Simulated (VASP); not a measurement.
Given:

```
CELL_PARAMETERS angstrom
      3.06763     0.00000     0.00000
      0.00000     3.06763     0.00000
      0.00000     0.00000     3.06763
ATOMIC_POSITIONS crystal
  Sb 0.00000 0.00000 0.00000
```

Method: PBEsol GGA, VASP's PBE PAW potentials (set 64) (plane waves; VASP 6.6.1). Run with 400 eV cut-off, 13×13×13 Γ-centred mesh, tetrahedra with Blöchl corrections, potentials Sb.

Unless said otherwise, spin-orbit coupling is left out, though it shifts the bands of the heavy elements here.

Predict the energy per atom (σ→0), band gap (on the k-mesh) with the smallest direct gap where there is one.

```
Item                                                        Result
------------------------  ----------------------------------------
band gap (on the k-mesh)  none (metal, semimetal or under 0.01 eV)
energy per atom (σ→0)                               -4.538 eV/atom
```

Only differences to runs with the same potentials and settings are physical.

The structure was generated: Sb was put into the simple-cubic type (Pm-3m), which need not be its known phase. It was relaxed first, which changed the volume by -6 %.
